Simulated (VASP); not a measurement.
Here is the system:

```xyz
3
Lattice="-1.5985 1.5985 3.9052 1.5985 -1.5985 3.9052 1.5985 1.5985 -3.9052" Properties=species:S:1:pos:R:3 pbc="T T T"
Si     0.0000     0.0000     5.2015
Si     1.5985     1.5985    -1.2963
W      0.0000     0.0000     0.0000
```

These are PBE GGA with D4 dispersion, VASP's PBE PAW potentials (set 64) (plane waves; VASP 6.6.1) values and carry that method's errors. Run with 520 eV cut-off, 15×15×15 Γ-centred mesh, tetrahedra with Blöchl corrections, potentials Si W_sv.

The cores are frozen, which limits the accuracy of field gradients.

Problem. Give the principal components of the electric field gradient (V/Å²) and the asymmetry η at each nucleus.

Solution. 
```
atom   Vxx   Vyy     Vzz     η
----  ----  ----  ------  ----
Si1    4.9   4.9    -9.7  0.00
Si2    4.9   4.9    -9.7  0.00
W3    68.7  68.7  -137.4  0.00
```

The compound is WSi2 in the MoSi2 type structure. It was relaxed first.
